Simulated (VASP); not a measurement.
Given:

```xyz
2
Lattice="0.0000 3.0182 3.0182 3.0182 0.0000 3.0182 3.0182 3.0182 0.0000" Properties=species:S:1:pos:R:3 pbc="T T T"
In     0.0000     0.0000     0.0000
P      1.5091     1.5091     1.5091
```

These are optB86b-vdW, VASP's PBE PAW potentials (set 64) (plane waves; VASP 6.6.1) values and carry that method's errors. Numerical set-up: 520 eV cut-off, 8×8×8 Γ-centred mesh, Gaussian smearing of 0.050 eV, potentials In_d P.

Unless said otherwise, spin-orbit coupling is left out, though it shifts the bands of the heavy elements here.

### Question
Estimate the energy per atom (σ→0), pressure, band gap (on the k-mesh) with the smallest direct gap where there is one.

### Answer

| Item | Result |
|---|---|
| band gap (on the k-mesh) | 0.14 eV |
| smallest direct gap (on the k-mesh) | 0.14 eV |
| energy per atom (σ→0) | -1.981 eV/atom |
| pressure | -31.9 kbar |

The compound is InP in the zinc blende structure. This cell is one point of a volume scan, at 1.06 of the reference volume.
